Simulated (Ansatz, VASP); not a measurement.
# NiO2: VASP beside Ansatz, part 2 of 2

One calculation is typed for both programs; each brings its own data sets. How far apart do they land? The cell is taken from a series of runs on this material, whose earlier steps may have relaxed, scaled, displaced or heated it; both programs get it as it stands.

VASP 6.6.1 and Ansatz 0.2.0.

So far: Set-up; VASP: dielectric response, LDA.

## (3) Ansatz: dielectric response, LDA

Level of this step: Ansatz beside VASP: Kohn-Sham DFT, plane waves, LDA (Ansatz).

Ansatz runs on its default PAW (the set named soft_2) files.

The same cell, functional (in two slightly different forms) and mesh now go to Ansatz, which takes its cutoff from its data sets.

input.yaml

```yaml
crystal:
  lattice:
    - [2.798781865, 0.0, 0.0]
    - [-1.3993909325, 2.4238161948, 0.0]
    - [0.0, 0.0, 4.618273]
  atoms:
    - { symbol: Ni, position: [0.0, 0.0, 0.5] }
    - { symbol: O, position: [0.6666666667, 0.3333333333, 0.706039] }
    - { symbol: O, position: [0.3333333333, 0.6666666667, 0.293961] }
kpoints:
  mp_grid: { grid: [9, 9, 6] }
hamiltonian:
  xc: lda
scf:
  occupations: { method: fixed }
dielectric: {}
```

Started as:

```console
$ ansatz run input.yaml --threads 1 --pin off --max-ram 1382MiB --backend cpu --events-out ev --progress --plain --runs-dir out
```

Numbers of over 12 decimals in the logs are rounded to 6 here.

Output:

```text
Engine: ansatz 0.2.0, aarch64-unknown-linux-gnu
Pseudopotentials: kind: paw
Pseudopotential: Ni, paw, valence charge 18, recommended cutoff 420 eV (normal), Ni.paw.azcp
Pseudopotential: O, paw, valence charge 6, recommended cutoff 420 eV (normal), O.paw.azcp
Functional definition: SPW92
  exchange = slater_x
  correlation = pw_c
Crystal: 3 atoms, lattice volume = 31.329 Å³
Basis set: ecut = 420 eV, 603 PW (Γ), exchange–correlation on 40×40×64 points (8 copies of the dense FFT grid, shifted against one another)
Bands: 19, of which v1, the nominal top of the filled ones, is band 15 counted from 1 (14 counted from 0)
Symmetry: 12 space group operations
k-points: 140 of 486 (irreducible under 2 space group operations, time reversal used)
Non-local potential: Ni, projectors of the file, l = 0: 3, l = 1: 2, l = 2: 3, l = 3: 1
Non-local potential: O, projectors of the file, l = 0: 2, l = 1: 2, l = 2: 1
PAW form: soft (Blöchl's): semilocal exchange-correlation on the pseudo side does not see the compensation charge
PAW frozen core: Ni, regenerated for the run's functional, and the local potential with it (the file was generated under x = pbe(κ = 0.804, μ = 0.219515), c = pbe(β = 0.066725))
PAW frozen core: O, regenerated for the run's functional, and the local potential with it (the file was generated under x = pbe(κ = 0.804, μ = 0.219515), c = pbe(β = 0.066725))
PAW one-centre angular grid: Ni, 590 points (default); XC on 64 Gauss nodes
PAW one-centre angular grid: O, 110 points (default); XC on 64 Gauss nodes
Initial density: superposition of atomic densities (neutral atoms: chi_scale 0, normalization atom), corrected by the library's trained network
Initial wavefunctions: pseudopotential atomic-orbital guess
Functional: x = slater, c = lda
SCF iter   1: F=—  HF=-6880.985604 eV  |F-HF|=—  |Δ(HF+E_count)|=         —  Δρ=1.85e-2  dr2=8.39e-2  ethr=1.77e-3  ⟨swp⟩=4.6  Hψ=10390  notcnv=0  defer=280
preconditioner: auto → none  [insulator: Δε(μ)=0.954 eV  Ē_g=12.494 eV  n_scr=8 (ndim 8)  ℏωp=31.1 eV  f_vac=0.201  ε∞_Penn≈7.2]
SCF iter   2: F=—  HF=-6880.981192 eV  |F-HF|=—  |Δ(HF+E_count)|=   4.41e-3  Δρ=2.97e-2  dr2=2.01e-1  ethr=2.80e-4  ⟨swp⟩=2.2  Hψ=5551  notcnv=0  defer=280  recentre
SCF iter   3: F=—  HF=-6880.971166 eV  |F-HF|=—  |Δ(HF+E_count)|=   1.00e-2  Δρ=1.82e-2  dr2=9.29e-2  ethr=2.80e-4  ⟨swp⟩=2.2  Hψ=4159  notcnv=0  defer=280
SCF iter   4: F=—  HF=-6880.959616 eV  |F-HF|=—  |Δ(HF+E_count)|=   1.16e-2  Δρ=2.28e-3  dr2=4.63e-4  ethr=2.80e-4  ⟨swp⟩=2.0  Hψ=3844  notcnv=0  defer=280
SCF iter   5: F=—  HF=-6880.959498 eV  |F-HF|=—  |Δ(HF+E_count)|=   1.17e-4  Δρ=4.64e-4  dr2=3.11e-5  ethr=1.54e-6  ⟨swp⟩=2.2  Hψ=4087  notcnv=0  defer=280
SCF iter   6: F=—  HF=-6880.959489 eV  |F-HF|=—  |Δ(HF+E_count)|=   9.12e-6  Δρ=7.62e-5  dr2=4.22e-7  ethr=1.04e-7  ⟨swp⟩=2.0  Hψ=4090  notcnv=0  defer=51
SCF iter   7: F=—  HF=-6880.959487 eV  |F-HF|=—  |Δ(HF+E_count)|=   1.74e-6  Δρ=1.67e-5  dr2=4.00e-8  ethr=1.41e-9  ⟨swp⟩=2.5  Hψ=4164  notcnv=0  defer=15
SCF iter   8: F=—  HF=-6880.959487 eV  |F-HF|=—  |Δ(HF+E_count)|=   5.32e-9  Δρ=3.83e-6  dr2=1.08e-9  ethr=1.33e-10  ⟨swp⟩=2.4  Hψ=3993  notcnv=0  defer=15
SCF iter   9: F=-6880.959487 eV  HF=-6880.959487 eV  |F-HF|=4.46e-11  |Δ(HF+E_count)|=  2.35e-10  Δρ=4.96e-7  dr2=5.32e-11  ethr=1.00e-12  ⟨swp⟩=4.6  Hψ=9620  notcnv=0
SCF 1 converged in 9 iterations: F = -6880.959487 eV  dr2 = 5.32e-11
  greatest PAW one-centre occupation: 1.000 electrons in one spin orbital (limit 2), on the Ni atom at site 0 (counted from 0), in its partial waves of l = 1
NSCF: frozen V_eff on 4 k-points
DFPT response loops at Γ: preconditioner auto → none (the input reference at scf.mixing.eps_inf says where Resta's filter doesn't serve); β = 0.50; Broyden in place of MSR1
── the response to a field inside a basis, on 10×10×6 k-points: an SCF that follows is theirs, and a resumed run solves both again ──
Bands: 16, of which v1, the nominal top of the filled ones, is band 15 counted from 1 (14 counted from 0)
k-points: 165 of 600 (irreducible under 4 space group operations)
Initial density: handed on by an earlier stage of this run
Initial wavefunctions: pseudopotential atomic-orbital guess (no wavefunctions were taken with the density)
Eigensolver: Dense (165 Hₖ)
SCF iter   1: F=—  HF=-6880.968551 eV  |F-HF|=—  |Δ(HF+E_count)|=         —  Δρ=1.16e-3  dr2=6.61e-5  ethr=1.00e-1
preconditioner: auto → none  [insulator: Δε(μ)=0.855 eV  Ē_g=7.089 eV  n_scr=8 (ndim 8)  ℏωp=31.1 eV  f_vac=0.195  ε∞_Penn≈20.3]
SCF iter   2: F=—  HF=-6880.968553 eV  |F-HF|=—  |Δ(HF+E_count)|=   1.64e-6  Δρ=7.73e-4  dr2=1.15e-4  ethr=2.20e-7
SCF iter   3: F=—  HF=-6880.968594 eV  |F-HF|=—  |Δ(HF+E_count)|=   4.15e-5  Δρ=1.53e-3  dr2=5.09e-4  ethr=2.20e-7  recentre
SCF iter   4: F=—  HF=-6880.968542 eV  |F-HF|=—  |Δ(HF+E_count)|=   5.18e-5  Δρ=1.35e-4  dr2=1.57e-6  ethr=2.20e-7
SCF iter   5: F=—  HF=-6880.968542 eV  |F-HF|=—  |Δ(HF+E_count)|=   7.67e-8  Δρ=2.28e-5  dr2=1.26e-7  ethr=5.23e-9
SCF iter   6: F=-6880.968542 eV  HF=-6880.968542 eV  |F-HF|=2.34e-9  |Δ(HF+E_count)|=   1.66e-8  Δρ=3.89e-6  dr2=3.34e-9  ethr=4.19e-10
SCF 1 converged in 6 iterations: F = -6880.968542 eV  dr2 = 3.34e-9
  greatest PAW one-centre occupation: 1.001 electrons in one spin orbital (limit 2), on the Ni atom at site 0 (counted from 0), in its partial waves of l = 1
DFPT response loops at Γ: mixed as the last ones told, above
SCF converged after 9 iterations
Free energy (F): -6880.959487 eV
Harris-Foulkes:  -6880.959487 eV  (|F-HF|=4.46e-11)
Internal energy: -6880.959487 eV  (E = F + TS)
E sigma→0 (E₀):  -6880.959487 eV
Fermi energy:    6.962444 eV
--- Per-component energies (eV) ---
  E_band       = -509.607255
  E_kinetic    = 621.223856
  E_local      = -6060.102170  (includes V_loc(G=0)·N_el)
  E_nonlocal   = 728.726666
  E_hartree    = 2535.916449
  E_xc         = -227.746799
  E_vxc        = -293.534329  (∫ρ·V_xc dr)
  E_paw        = -1845.275623  (= ΣΔE_a)
  E_vpaw       = -577.758456  (= ΣTr[D̂ρ^β])
  E_aug_tail   = 0.004745  (compensation charges beyond the density's cutoff)
  E_ewald      = -2634.334574
  E_core_change = 0.627963  (= ΣΔE_core)
  E_smearing   = -0.000000  (= −TS)
  E_closure    = -0.000000  (closes the sum)
  Σ components = -6880.959487   (vs F -6880.959487, Δ=0.00e0)
--- Band table (eV; the first three rows and the last of 140) ---
  k-point 0: bands = [... 11 lower, 5.8328, 5.8328, 6.1580, 6.5375, 9.0758, 9.0758, 14.3834, 17.7879]
  k-point 1: bands = [... 11 lower, 5.7534, 5.8226, 5.8226, 6.7045, 9.0857, 9.0857, 14.7167, 17.7048]
  k-point 2: bands = [... 11 lower, 5.1270, 5.8044, 5.8044, 6.8247, 9.1066, 9.1066, 15.5572, 17.3390]
  k-point 139: bands = [... 11 lower, 5.0733, 5.4981, 5.9360, 6.4103, 8.2831, 8.4875, 18.7291, 20.1328]
--- Dielectric response (ions clamped): 3 representative field directions + reference, inside a basis on a mesh of 600 k-points (Σ response iterations 18) ---
  ε∞ (high-frequency dielectric tensor):
       15.750512     0.000000     0.000000
        0.000000    15.750512     0.000000
        0.000000     0.000000     4.489057
  Born effective charges Z* (e; rows j = field, columns β = displacement):
    site 0:
         3.61712    0.00000    0.00000
        -0.00000    3.61712   -0.00000
        -0.00000    0.00000    0.48712
    site 1:
        -1.80856   -0.00000   -0.00000
         0.00000   -1.80856   -0.00000
         0.00000    0.00000   -0.24356
    site 2:
        -1.80856   -0.00000   -0.00000
        -0.00000   -1.80856    0.00000
         0.00000    0.00000   -0.24356
  Z* charge neutrality: 6.912e-4 e pre-enforcement
  solved inside a basis spanned on kpoints, on 10×10×6 k-points, its susceptibility summed on 16×16×8: ε∞ is read to err by 5.0e-2, Z* by 2.0e-2 e (field_mesh: kpoints solves on kpoints); Z* is corrected for what the basis lacks
```

## (4) Differences

Known differences besides the potentials themselves: the two LDA forms differ slightly; fixed occupations in Ansatz, narrow Gaussian smearing in VASP; VASP's response is taken on the typed mesh, Ansatz refines its own for the field response alone; the data sets hold 30 valence electrons in Ansatz (on its default PAW (the set named soft_2) files) and 22 in VASP; the cutoff is 420 eV in Ansatz and 520 eV in VASP; VASP's log shows a relativistic correction to its local exchange, Ansatz's none. Total energies have different zeros and are not compared.

The two programs side by side:

```tsv
quantity	Ansatz	VASP	difference
ε∞ xx	15.75	16.30	-3.38 %
ε∞ yy	15.75	16.30	-3.38 %
ε∞ zz	4.49	4.62	-2.88 %
```

## (5) Summary of results

```
difference in ε∞ xx (dielectric response, LDA) : -3.4 %
```

**Reading.** The difference in ε∞ xx is -3.4 % (dielectric response, LDA), within the 5 % picked in this series as the mark of a large difference. The data sets hold unlike numbers of valence electrons (30 in Ansatz and 22 in VASP), so part of the differences comes from the potentials. How closely two codes agree says nothing of how well the functional describes the real material.

[Lines on the potential files, build, host, timing and source positions are cut from VASP's logs without a mark.]

[Logs are printed without paths, hosts, clocks, repeated set-up lines and the standing remarks that a program may print on its own settings, such as how far it seeks lower states.]

[Hosts, paths, dates, database ids (printed as entryN), source tags and the programs' standing remarks are cut or masked in the printed files.]
